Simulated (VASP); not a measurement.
Consider the following.

```
C
1.0
    0.00000     1.77892     1.77892
    1.77892     0.00000     1.77892
    1.77892     1.77892     0.00000
C
2
Cartesian
  0.00000   0.00000   0.00000
  0.88946   0.88946   0.88946
```

Computed with PBE GGA, VASP's PBE PAW potentials (set 64) (plane waves; VASP). Run with 620 eV cut-off, 13×13×13 Γ-centred mesh, Gaussian smearing of 0.050 eV, potentials C.

The ions, cell shape and volume at an external pressure of 10.0 GPa are relaxed. Give the cell that the relaxation ends in.

```
C
1.0
    0.00000     1.77253     1.77253
    1.77253     0.00000     1.77253
    1.77253     1.77253     0.00000
C
2
Cartesian
  0.00000   0.00000   0.00000
  0.88627   0.88627   0.88627
```
Space group Fd-3m (227), at a tolerance of 0.03 Å.

How do energy and volume change from the first to the last step?

The energy (σ→0) changes by +2.8 meV/atom and the volume by -1.1 %, in 3 ionic steps.

| step | E(σ→0) (eV) | max force (eV/Å) | pressure (GPa) | volume (Å³) |
|---|---|---|---|---|
| 1 | -18.1894 | 0.000 | 5.02 | 11.26 |
| 2 | -18.1701 | 0.000 | 17.06 | 10.98 |
| 3 | -18.1838 | 0.000 | 9.99 | 11.14 |

The compound is C in the diamond structure. This run relaxes it under an external pressure of 10 GPa. Symmetry was kept, so distortions that lower it aren't found.
